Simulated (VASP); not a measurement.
Level of theory: revTPSS meta-GGA, VASP's PBE PAW potentials (set 64) (plane waves; VASP).

VASP ran on this input.

### INCAR
```
! general
SYSTEM  = Lu
PREC    = Accurate
ENCUT   = 520
LREAL   = .FALSE.
LASPH   = .TRUE.

! electronic loop
EDIFF   = 1E-7
NELM    = 100
ALGO    = Normal
LMAXMIX = 6
LMIXTAU = .TRUE.

! smearing
ISMEAR  = 1
SIGMA   = 0.1

! functional
METAGGA = RTPSS

! ions
IBRION  = 2
NSW     = 30
ISIF    = 4
EDIFFG  = -0.01

! output
LWAVE   = .FALSE.
LCHARG  = .FALSE.
```

**POSCAR**
```
Lu
1
    1.6974738092    -2.9401109646     0.0000000000
    1.6974738092     2.9401109646     0.0000000000
    0.0000000000     0.0000000000     5.3012277029
Lu
2
Direct
  0.3333330000   0.6666670000   0.2500000000
  0.6666670000   0.3333330000   0.7500000000
```

File KPOINTS:
```
kpoints
0
Gamma
  12 12 7
0 0 0
```

POTCAR, in this order: Lu_3 (PBE.64 set). Program: vasp_std.

What VASP printed:

### OSZICAR
```
       N       E                     dE             d eps       ncg     rms          rms(c)
DAV:   1     0.151813648081E+03    0.15181E+03   -0.95493E+03  2938   0.178E+03
DAV:   2     0.746865250817E+02   -0.77127E+02   -0.75297E+02  3399   0.842E+02
DAV:   3     0.707398851627E+02   -0.39466E+01   -0.37093E+01  3785   0.104E+02
DAV:   4     0.705204689941E+02   -0.21942E+00   -0.21052E+00  3768   0.127E+01
DAV:   5     0.705056628973E+02   -0.14806E-01   -0.14711E-01  3638   0.275E+00    0.304E+01
DAV:   6     0.646935733578E+02   -0.58121E+01   -0.37735E+01  1976   0.598E+02    0.184E+01
DAV:   7     0.643232171575E+02   -0.37036E+00   -0.17465E+00  3768   0.562E+01    0.250E+00
DAV:   8     0.637277829350E+02   -0.59543E+00   -0.80027E-01  3101   0.126E+01    0.262E-01
DAV:   9     0.645055193598E+02    0.77774E+00   -0.18410E+02  1976   0.350E+03    0.472E-01
DAV:  10     0.645631646255E+02    0.57645E-01   -0.28239E-02  3507   0.511E+00    0.287E-01
DAV:  11     0.636707203228E+02   -0.89244E+00   -0.68430E-01  2316   0.110E+01    0.142E-01
DAV:  12     0.636701894049E+02   -0.53092E-03   -0.30209E-03  3256   0.105E+00    0.990E-02
DAV:  13     0.636688537372E+02   -0.13357E-02   -0.18386E-04  2994   0.220E-01    0.175E-02
DAV:  14     0.636685971806E+02   -0.25656E-03   -0.15734E-04  3252   0.159E-01    0.560E-02
DAV:  15     0.636685164094E+02   -0.80771E-04   -0.51083E-05  3224   0.120E-01    0.160E-02
DAV:  16     0.636684815125E+02   -0.34897E-04   -0.33885E-06  3304   0.316E-02    0.180E-02
DAV:  17     0.636684775927E+02   -0.39198E-05   -0.66030E-07  2917   0.124E-02    0.728E-03
DAV:  18     0.636684762673E+02   -0.13253E-05   -0.23606E-07  1986   0.102E-02    0.557E-03
DAV:  19     0.636684761647E+02   -0.10267E-06   -0.34180E-08  1548   0.684E-03    0.478E-03
DAV:  20     0.636684757979E+02   -0.36682E-06   -0.22768E-08  1528   0.622E-03    0.270E-03
DAV:  21     0.636684755846E+02   -0.21325E-06   -0.47514E-08  1794   0.658E-03    0.900E-04
DAV:  22     0.636684755829E+02   -0.16889E-08   -0.14518E-08  1498   0.561E-03
   1 F= 0.63668476E+02 E0= 0.63668970E+02  d E =0.636685E+02
       N       E                     dE             d eps       ncg     rms          rms(c)
DAV:   1     0.636680858151E+02   -0.38977E-03   -0.14532E-02  3024   0.174E+00    0.921E-02
DAV:   2     0.636682802803E+02    0.19447E-03   -0.41790E-04  3319   0.288E-01    0.519E-02
DAV:   3     0.636683426495E+02    0.62369E-04   -0.11411E-04  3428   0.119E-01    0.324E-02
DAV:   4     0.636683523397E+02    0.96902E-05   -0.15776E-05  3448   0.511E-02    0.731E-03
DAV:   5     0.636683459865E+02   -0.63531E-05   -0.74202E-06  3299   0.353E-02    0.531E-03
DAV:   6     0.636683443571E+02   -0.16295E-05   -0.50786E-07  2818   0.101E-02    0.776E-04
DAV:   7     0.636683448758E+02    0.51873E-06   -0.10625E-07  1753   0.475E-03    0.200E-03
DAV:   8     0.636683443512E+02   -0.52460E-06   -0.49810E-08  1393   0.578E-03    0.167E-04
DAV:   9     0.636683443571E+02    0.59001E-08   -0.16725E-08  1353   0.506E-03
   2 F= 0.63668344E+02 E0= 0.63668876E+02  d E =-.131226E-03
       N       E                     dE             d eps       ncg     rms          rms(c)
DAV:   1     0.636682975921E+02   -0.46759E-04   -0.20158E-03  3019   0.646E-01    0.344E-02
DAV:   2     0.636683242472E+02    0.26655E-04   -0.57857E-05  3329   0.107E-01    0.192E-02
DAV:   3     0.636683332162E+02    0.89691E-05   -0.15899E-05  3439   0.443E-02    0.120E-02
DAV:   4     0.636683347391E+02    0.15229E-05   -0.22457E-06  3450   0.196E-02    0.251E-03
DAV:   5     0.636683339621E+02   -0.77703E-06   -0.11874E-06  3154   0.139E-02    0.208E-03
DAV:   6     0.636683335968E+02   -0.36531E-06   -0.41085E-08  1213   0.424E-03    0.310E-04
DAV:   7     0.636683336332E+02    0.36449E-07   -0.15446E-08  1198   0.682E-03
   3 F= 0.63668334E+02 E0= 0.63668881E+02  d E =-.141950E-03
```

**OUTCAR**
```
------------------------ aborting loop because EDIFF is reached ----------------------------------------
  FORCE on cell =-STRESS in cart. coord.  units (eV):
  Direction    XX          YY          ZZ          XY          YZ          ZX
  --------------------------------------------------------------------------------------
  Total        1.2296307      1.2296307      1.2291766      0.0000000     -0.0000000      0.0000000
  in kB       37.2316268     37.2316291     37.2178778      0.0000000     -0.0000000      0.0000000
  external PRESSURE =      37.2270446 kB  Pullay stress =       0.0000000 kB
  volume of cell :       52.91
      direct lattice vectors                 reciprocal lattice vectors
     1.699591643 -2.943779167  0.000000000     0.294188314 -0.169849697  0.000000000
     1.699591643  2.943779167  0.000000000     0.294188314  0.169849697  0.000000000
    -0.000000000  0.000000000  5.288024373    -0.000000000  0.000000000  0.189106541
 POSITION                                       TOTAL-FORCE (eV/Angst)
 -----------------------------------------------------------------------------------
      1.69959      0.98126      1.32201         0.000000     -0.000000      0.000000
      1.69959     -0.98126      3.96602        -0.000000      0.000000      0.000000
 -----------------------------------------------------------------------------------
    total drift:                                0.000000      0.000064     -0.000011
  FREE ENERGIE OF THE ION-ELECTRON SYSTEM (eV)
  ---------------------------------------------------
  free  energy   TOTEN  =        63.6683336332 eV

  energy  without entropy=       63.6699752248  energy(sigma->0) =       63.66888083

 reached required accuracy - stopping structural energy minimisation
```
(Selected blocks of OUTCAR.)

File CONTCAR:
```
Lu
   1.00000000000000
     1.6995916429303686   -2.9437791672431017    0.0000000000000000
     1.6995916429303686    2.9437791672431017    0.0000000000000000
    -0.0000000000000000    0.0000000000000000    5.2880243731689571
  Lu
     2
Direct
     0.3333330000000032    0.6666669999999968    0.2500000000000000
     0.6666669999999968    0.3333330000000032    0.7500000000000000
```

The compound is Lu in the hcp structure. This cell is one point of a volume scan, at 0.94 of the reference volume. Symmetry was kept, so distortions that lower it aren't found.
